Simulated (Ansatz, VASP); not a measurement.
**Cross-check of LiH42C21SO15F3 (Li+ triflate in propylene carbonate and dimethoxyethane at 370 K) between VASP and Ansatz**

Wanted: the spread between two codes on one cell, functional and k mesh. The cell is taken from a series of runs on this material, whose earlier steps may have relaxed, scaled, displaced or heated it; both programs get it as it stands.

Calculated with Ansatz 0.2.0; plane waves, with VASP 6.6.1 beside it; single point at LDA.

## Step 1: Starting point

The cell holds 166 atoms: 42 C, 30 O, 84 H, 2 S, 6 F and 2 Li. Its edges and angles: a = 12.470 Å, b = 12.470 Å, c = 12.470 Å, α = 90.0°, β = 90.0°, γ = 90.0°. As first built, before any earlier steps moved the atoms (in the runner's words): 4 propylene carbonate, 6 dimethoxyethane, 2 Li+, 2 triflate placed at random, at 1.08 g/cm^3; overlaps pushed apart, then 10 ps at 550 K with Joung-Cheatham ions (J. Phys. Chem. B 112, 9020 (2008)); MMFF94 bonds, angles, torsions, charges and radii (Halgren, J. Comput. Chem. 17, 490 (1996)) in harmonic and 12-6 forms; charges of ions scaled by 0.8. Snapshot after 30 ps at 370 K and fixed volume.

## Step 2: Ansatz: single point, LDA

Ansatz runs on its default PAW (the set named soft_2) files.

A single point gives forces, pressure and levels at one fixed geometry, so differences don't come from the geometry; what else differs is listed under the comparison.

input.yaml reads:

```yaml
crystal:
  lattice:
    - [12.46975, 0.0, 0.0]
    - [0.0, 12.46975, 0.0]
    - [0.0, 0.0, 12.46975]
  atoms:
    - { symbol: C, position: [0.6689, 0.95848, 0.47191] }
    - { symbol: O, position: [0.69274, 0.85249, 0.51012] }
    - { symbol: C, position: [0.75429, 0.86615, 0.606] }
    - { symbol: C, position: [0.81583, 0.76081, 0.64289] }
    - { symbol: O, position: [0.89801, 0.77866, 0.71965] }
    - { symbol: C, position: [0.98688, 0.83333, 0.67728] }
    - { symbol: H, position: [0.73491, 0.00492, 0.44559] }
    - { symbol: H, position: [0.62021, 0.00405, 0.53268] }
    - { symbol: H, position: [0.61618, 0.95691, 0.40803] }
    - { symbol: H, position: [0.69464, 0.87978, 0.67657] }
    - { symbol: H, position: [0.80974, 0.93051, 0.58508] }
    - { symbol: H, position: [0.84338, 0.70828, 0.57744] }
    - { symbol: H, position: [0.76346, 0.71083, 0.69542] }
    - { symbol: H, position: [0.05365, 0.81425, 0.73437] }
    - { symbol: H, position: [0.97273, 0.92228, 0.6763] }
    - { symbol: H, position: [0.01352, 0.80816, 0.59914] }
    - { symbol: C, position: [0.25233, 0.21207, 0.06992] }
    - { symbol: O, position: [0.35731, 0.23453, 0.0937] }
    - { symbol: C, position: [0.36735, 0.32496, 0.16428] }
    - { symbol: C, position: [0.48966, 0.34028, 0.18624] }
    - { symbol: O, position: [0.54803, 0.23965, 0.19049] }
    - { symbol: C, position: [0.64977, 0.25434, 0.2303] }
    - { symbol: H, position: [0.22417, 0.27624, 0.02301] }
    - { symbol: H, position: [0.20187, 0.22936, 0.13773] }
    - { symbol: H, position: [0.23762, 0.12815, 0.03951] }
    - { symbol: H, position: [0.32399, 0.30701, 0.23521] }
    - { symbol: H, position: [0.3328, 0.38946, 0.12568] }
    - { symbol: H, position: [0.4873, 0.38533, 0.25835] }
    - { symbol: H, position: [0.52776, 0.38577, 0.12392] }
    - { symbol: H, position: [0.65253, 0.2939, 0.30645] }
[... 130 atom lines left out ...]
    - { symbol: C, position: [0.3325, 0.97973, 0.84873] }
    - { symbol: F, position: [0.27082, 0.97507, 0.93935] }
    - { symbol: F, position: [0.31232, 0.8883, 0.79241] }
    - { symbol: F, position: [0.30143, 0.06026, 0.78331] }
    - { symbol: Li, position: [0.47201, 0.12398, 0.10776] }
    - { symbol: Li, position: [0.01879, 0.23378, 0.58948] }
kpoints:
  mp_grid: { grid: [1, 1, 1] }
hamiltonian:
  xc: lda
scf:
  occupations: { method: gaussian, width: 0.025 }
output:
  forces: true
  stress: true
  populations: intrinsic
  dos:
    method: { smearing: { sigma: 0.1 } }
    de: 0.1
    projected: { site_lists: { C: [C], F: [F], H: [H], Li: [Li], O: [O] } }
  eigenvalues: true
  write_density: true
  write_potential: true
  volumetric_format: npy
```

On the command line:

```sh
ansatz run input.yaml --threads 8 --pin off --max-ram 15872MiB --backend cpu --events-out ev --progress --plain --runs-dir out
```

Numbers of over 12 decimals in the logs are rounded to 6 here.

The program printed:

```text
Engine: ansatz 0.2.0, x86_64-unknown-linux-gnu
Pseudopotentials: kind: paw
Pseudopotential: C, paw, valence charge 4, recommended cutoff 420 eV (normal), C.paw.azcp
Pseudopotential: O, paw, valence charge 6, recommended cutoff 420 eV (normal), O.paw.azcp
Pseudopotential: H, paw, valence charge 1, recommended cutoff 420 eV (normal), H.paw.azcp
Pseudopotential: S, paw, valence charge 6, recommended cutoff 420 eV (normal), S.paw.azcp
Pseudopotential: F, paw, valence charge 7, recommended cutoff 420 eV (normal), F.paw.azcp
Pseudopotential: Li, paw, valence charge 3, recommended cutoff 420 eV (normal), Li.paw.azcp
Functional definition: SPW92
  exchange = slater_x
  correlation = pw_c
Crystal: 166 atoms, lattice volume = 1938.980 Å³
Basis set: ecut = 420 eV, 37993 PW (Γ)
Bands: 412, of which v1, the nominal top of the filled ones, is band 246 counted from 1 (245 counted from 0)
Symmetry: 1 space group operations
Space group: P1 (ITA 1), of the structure as read, at distance tolerance 1.2e-4 Å
k-points: 1
Non-local potential: C, projectors of the file, l = 0: 2, l = 1: 2, l = 2: 1
Non-local potential: O, projectors of the file, l = 0: 2, l = 1: 2, l = 2: 1
Non-local potential: H, projectors of the file, l = 0: 2, l = 1: 1
Non-local potential: S, projectors of the file, l = 0: 2, l = 1: 2, l = 2: 2
Non-local potential: F, projectors of the file, l = 0: 2, l = 1: 2, l = 2: 1
Non-local potential: Li, projectors of the file, l = 0: 3, l = 1: 2, l = 2: 1
PAW form: soft (Blöchl's): semilocal exchange-correlation on the pseudo side does not see the compensation charge
PAW frozen core: C, regenerated for the run's functional, and the local potential with it (the file was generated under x = pbe(κ = 0.804, μ = 0.219515), c = pbe(β = 0.066725))
PAW frozen core: O, regenerated for the run's functional, and the local potential with it (the file was generated under x = pbe(κ = 0.804, μ = 0.219515), c = pbe(β = 0.066725))
PAW frozen core: S, regenerated for the run's functional, and the local potential with it (the file was generated under x = pbe(κ = 0.804, μ = 0.219515), c = pbe(β = 0.066725))
PAW frozen core: F, regenerated for the run's functional, and the local potential with it (the file was generated under x = pbe(κ = 0.804, μ = 0.219515), c = pbe(β = 0.066725))
PAW one-centre angular grid: C, 110 points (default); XC on 64 Gauss nodes
PAW one-centre angular grid: O, 110 points (default); XC on 64 Gauss nodes
PAW one-centre angular grid: H, 110 points (default); XC on 64 Gauss nodes
PAW one-centre angular grid: S, 110 points (default); XC on 64 Gauss nodes
PAW one-centre angular grid: F, 110 points (default); XC on 64 Gauss nodes
PAW one-centre angular grid: Li, 110 points (default); XC on 64 Gauss nodes
Initial density: superposition of atomic densities (neutral atoms: chi_scale 0, normalization atom), corrected by the library's trained network
Initial wavefunctions: pseudopotential atomic-orbital guess
Functional: x = slater, c = lda
SCF iter   1: F=—  HF=-35057.520357 eV  |F-HF|=—  |Δ(HF+E_count)|=         —  Δρ=9.69e-3  dr2=1.41e0  ethr=1.77e-3  ⟨swp⟩=5.0  Hψ=1742  notcnv=0  defer=143
preconditioner: auto → Resta (q_TF=auto, 2.171 Å⁻¹)  ε∞=2.4  [insulator: Δε(μ)=3.935 eV  Ē_g=15.483 eV  σ=0.025 eV  W_gap=1.00  n_scr=340 (ndim 8)  ℏωp=18.2 eV  f_vac=0.312  D(μ)=0.00/eV (n_scr^D=0)  ε∞_Penn≈2.4]
SCF iter   2: F=—  HF=-35057.111683 eV  |F-HF|=—  |Δ(HF+E_count)|=   4.09e-1  Δρ=4.03e-3  dr2=2.62e-1  ethr=2.87e-4  ⟨swp⟩=2.0  Hψ=600  notcnv=0  defer=157
SCF iter   3: F=—  HF=-35057.052290 eV  |F-HF|=—  |Δ(HF+E_count)|=   5.94e-2  Δρ=1.96e-3  dr2=7.44e-2  ethr=5.32e-5  ⟨swp⟩=2.0  Hψ=509  notcnv=0  defer=157
SCF iter   4: F=—  HF=-35057.039694 eV  |F-HF|=—  |Δ(HF+E_count)|=   1.26e-2  Δρ=5.80e-4  dr2=8.54e-3  ethr=1.51e-5  ⟨swp⟩=2.0  Hψ=499  notcnv=0  defer=157
SCF iter   5: F=—  HF=-35057.040689 eV  |F-HF|=—  |Δ(HF+E_count)|=   9.96e-4  Δρ=3.31e-4  dr2=2.47e-3  ethr=1.74e-6  ⟨swp⟩=2.0  Hψ=687  notcnv=0  defer=157
SCF iter   6: F=—  HF=-35057.041056 eV  |F-HF|=—  |Δ(HF+E_count)|=   3.67e-4  Δρ=1.53e-4  dr2=5.13e-4  ethr=5.02e-7  ⟨swp⟩=2.0  Hψ=475  notcnv=0  defer=157
SCF iter   7: F=—  HF=-35057.041185 eV  |F-HF|=—  |Δ(HF+E_count)|=   1.29e-4  Δρ=3.92e-5  dr2=3.66e-5  ethr=1.04e-7  ⟨swp⟩=2.0  Hψ=483  notcnv=0  defer=157
SCF iter   8: F=—  HF=-35057.044400 eV  |F-HF|=—  |Δ(HF+E_count)|=   3.22e-3  Δρ=2.31e-5  dr2=9.40e-6  ethr=7.43e-9  ⟨swp⟩=2.0  Hψ=494  notcnv=0  defer=157
SCF iter   9: F=—  HF=-35057.044405 eV  |F-HF|=—  |Δ(HF+E_count)|=   4.63e-6  Δρ=7.87e-6  dr2=1.26e-6  ethr=1.91e-9  ⟨swp⟩=2.0  Hψ=650  notcnv=0  defer=161
SCF iter  10: F=—  HF=-35057.044406 eV  |F-HF|=—  |Δ(HF+E_count)|=   1.29e-6  Δρ=3.30e-6  dr2=2.48e-7  ethr=2.56e-10  ⟨swp⟩=2.0  Hψ=486  notcnv=0  defer=161
[...]
atom 154  F      0.00450542     1.41260729     0.84844044
  atom 155  F      1.56801123    -1.22576900     0.02657477
  atom 156  F      1.25443349     1.38583950    -1.01927648
  atom 157  O     -0.61872286     1.07186062    -0.24322061
  atom 158  S      1.49832487    -1.98404970    -2.76709859
  atom 159  O     -1.03305171    -0.22796654     2.33504762
  atom 160  O     -0.12818033     1.25637859     0.84824682
  atom 161  C     -0.75658446    -0.83603241    -0.52729795
  atom 162  F      0.85240740     0.41856544    -1.35525751
  atom 163  F      0.29126863     0.78528729     0.74623747
  atom 164  F     -0.09291430    -0.44497301     1.04908139
  atom 165  Li    -0.12081548    -0.05277749     0.19925314
  atom 166  Li    -0.69779763    -0.58989183    -0.46228478
  max |Σ_I F_I| component: 3.04e-4 eV/Å
--- Stress (GPa, compression-positive) ---
       -0.743440       0.546086       0.393792
        0.546086      -1.207990       0.356243
        0.393792       0.356243      -0.823280
  P = ⅓ Tr σ = -0.9249 GPa (-9.249 kbar)
--- Band table (eV) ---
  k-point 0: bands = [... 242 lower, -1.2409, -1.1696, -1.1266, -1.1138, 2.7689, 3.1689, 3.3835, 3.5281, ... 162 higher]
--- intrinsic populations: 166 sites ---
  site symbol       q [e]
     0      C      4.3678
     1      O      6.3883
     2      C      4.1414
     3      C      4.1438
     4      O      6.3855
     5      C      4.3319
     6      H      0.8188
     7      H      0.8484
     8      H      0.7801
     9      H      0.8438
    10      H      0.8310
    11      H      0.8402
    12      H      0.8170
    13      H      0.8150
    14      H      0.8320
    15      H      0.8317
    16      C      4.3493
    17      O      6.3984
    18      C      4.1652
    19      C      4.1654
    20      O      6.3933
    21      C      4.3312
    22      H      0.8288
    23      H      0.8118
[...]
158      O      6.9210
   159      O      6.9401
   160      C      3.4586
   161      F      7.2623
   162      F      7.2750
   163      F      7.2656
   164     Li      2.2598
   165     Li      2.2388
  spilling = 0.000000 (of n_electrons = 492.000000)
```

## Step 3: VASP: single point, LDA

The same cell, functional (in two slightly different forms), mesh and smearing now go to VASP, with its own data sets.

Lines of VASP's logs that name or quote its potential files are left out, and so is its time.

INCAR reads:

```
SYSTEM = LiH42C21SO15F3
PREC = Accurate
ENCUT = 750
EDIFF = 1E-06
NELM = 120
ISMEAR = 0
SIGMA = 0.025
LREAL = Auto
ALGO = Normal
GGA = CA
NBANDS = 362
LORBIT = 11
LWAVE = .FALSE.
LCHARG = .FALSE.
ISIF = 2
LASPH = .TRUE.
GGA_COMPAT = .FALSE.
EFERMI = MIDGAP
```

POSCAR reads:

```
LiH42C21SO15F3
1.0
   12.4697500000      0.0000000000      0.0000000000
    0.0000000000     12.4697500000      0.0000000000
    0.0000000000      0.0000000000     12.4697500000
C O H S F Li
42 30 84 2 6 2
Direct
    0.6689000000      0.9584800000      0.4719100000
    0.7542900000      0.8661500000      0.6060000000
    0.8158300000      0.7608100000      0.6428900000
    0.9868800000      0.8333300000      0.6772800000
    0.2523300000      0.2120700000      0.0699200000
    0.3673500000      0.3249600000      0.1642800000
    0.4896600000      0.3402800000      0.1862400000
    0.6497700000      0.2543400000      0.2303000000
    0.1799500000      0.6095900000      0.8482200000
    0.3402900000      0.5106300000      0.8735400000
    0.4230600000      0.4470300000      0.8234000000
    0.5565400000      0.3179700000      0.8529900000
    0.8077700000      0.4477200000      0.7394600000
    0.8861300000      0.5175100000      0.8983300000
    0.8943600000      0.4833200000      0.0170300000
    0.0152300000      0.4297700000      0.1524600000
    0.1730000000      0.6829300000      0.3762900000
    0.2500600000      0.7573400000      0.2150500000
    0.1484700000      0.8107300000      0.1697500000
    0.0347800000      0.8355300000      0.0266400000
    0.9460400000      0.4562700000      0.4583200000
    0.1147600000      0.4202200000      0.5305800000
    0.1632800000      0.3882000000      0.6384700000
    0.1774100000      0.2490100000      0.7584600000
    0.5414800000      0.6375900000      0.1401900000
    0.5585700000      0.7385400000      0.0767000000
    0.6650300000      0.7398000000      0.0244200000
    0.6207500000      0.9017900000      0.0943100000
    0.4702400000      0.1846800000      0.4960700000
    0.3562600000      0.1352100000      0.4939400000
[... 130 atom lines left out ...]
    0.8854500000      0.9429600000      0.4228900000
    0.2708200000      0.9750700000      0.9393500000
    0.3123200000      0.8883000000      0.7924100000
    0.3014300000      0.0602600000      0.7833100000
    0.4720100000      0.1239800000      0.1077600000
    0.0187900000      0.2337800000      0.5894800000
```

KPOINTS reads:

```
Automatic mesh
0
Gamma
1 1 1
0 0 0
```

The projector-augmented-wave data sets are C, O, H, S, F and Li_sv (LDA family, release 64).

On the command line:

```sh
export OMP_NUM_THREADS=3
mpirun -np 1 vasp_gam
```

The program printed:

```text
[banner, memory and clock lines left out]
running    1 mpi-ranks, on    1 nodes
[...]
Offloading initialized ...    1 GPUs detected
[...]
LDA part: xc-table for (Slater(with rela. corr.)+CA(PZ))
 , standard interpolation
 POSCAR, INCAR and KPOINTS ok, starting setup
[...]
entering main loop
       N       E                     dE             d eps       ncg     rms          rms(c)
DAV:   1     0.466297563068E+04    0.46630E+04   -0.31284E+05   732   0.168E+03
DAV:   2    -0.515894234943E+03   -0.51789E+04   -0.48841E+04   908   0.344E+02
DAV:   3    -0.105950795456E+04   -0.54361E+03   -0.53901E+03   888   0.115E+02
DAV:   4    -0.107716329419E+04   -0.17655E+02   -0.17577E+02   928   0.203E+01
[...]
DAV:  18    -0.985948584728E+03   -0.49407E-05   -0.16213E-05   880   0.107E-02    0.459E-03
DAV:  19    -0.985948586351E+03   -0.16235E-05   -0.33763E-06   840   0.632E-03    0.256E-03
DAV:  20    -0.985948587113E+03   -0.76197E-06   -0.22108E-06   776   0.389E-03
   1 F= -.98594859E+03 E0= -.98594859E+03  d E =0.000000E+00
```

OUTCAR, selected parts (step 3):

```text
  FREE ENERGIE OF THE ION-ELECTRON SYSTEM (eV)
  ---------------------------------------------------
  free  energy   TOTEN  =      -985.9485871132 eV

  energy  without entropy=     -985.9485871132  energy(sigma->0) =     -985.94858711
```

The run ends at a pressure of -0.62 GPa, with forces up to 5.0 eV/Å.

## Step 4: Side by side

Known differences besides the potentials themselves: the two LDA forms differ slightly; the cutoff is 420 eV in Ansatz and 750 eV in VASP (PREC = Accurate, projectors in real space); VASP's log shows a relativistic correction to its local exchange, Ansatz's none. Total energies have different zeros and are not compared.

The two programs side by side:

| quantity | Ansatz | VASP | difference |
| --- | --- | --- | --- |
| pressure (GPa) | -0.92 | -0.62 | -0.31 |
| gap on the k mesh (eV) | 3.883 | 3.862 | +0.021 |

Forces on 10 of the 166 atoms, those with the largest forces and the largest differences (eV/Å; atoms numbered as in POSCAR):

| atom | Ansatz x, y, z | VASP x, y, z |
| --- | --- | --- |
| C6 | 3.125, -3.493, -0.935 | 3.164, -3.386, -0.861 |
| C12 | 1.583, 1.504, 3.531 | 1.678, 1.395, 3.483 |
| C26 | -2.124, -3.609, -2.219 | -2.146, -3.826, -2.298 |
| C35 | 0.209, -3.676, 2.537 | 0.056, -3.786, 2.701 |
| C36 | 2.614, 1.808, -2.614 | 2.569, 1.794, -2.626 |
| O56 | -1.404, -1.794, -0.417 | -1.329, -1.322, -0.290 |
| O59 | -0.036, -0.585, 0.535 | 0.060, -0.547, -0.004 |
| O61 | -0.270, 1.933, -3.361 | 0.014, 1.880, -3.349 |
| O63 | 1.325, 0.906, -3.507 | 1.144, 0.986, -3.642 |
| O65 | -0.043, 1.488, 0.765 | 0.294, 1.075, 0.755 |

The forces differ by 101 meV/Å r.m.s., which is 9.1 % of the r.m.s. force of 1.108 eV/Å (both taken over all components). A gap on the mesh is an upper bound, since the band edges may lie between its points.

## Step 5: Results

```yaml
r_m_s_force_difference_single_point_lda: 9.1 % of the r.m.s. force
```

In words: The r.m.s. force difference is 9.1 % of the r.m.s. force (single point, LDA), beyond the 3 % picked in this series as the mark of a large difference. What causes the difference of the single point, LDA pair stays open here. How closely two codes agree says nothing of how well the functional describes the real material.

[Lines on the potential files, build, host, timing and source positions are cut from VASP's logs without a mark.]

[Logs are printed without paths, hosts, clocks, repeated set-up lines and the standing remarks that a program may print on its own settings, such as how far it seeks lower states.]

[Hosts, paths, dates, database ids (printed as entryN), source tags and the programs' standing remarks are cut or masked in the printed files.]

[The MMFF94 radii named for the starting cell were scaled by 0.96; in molecules described by MMFF94, hydrogen bound to N, O or S took a small fixed 12-6 site in their place.]
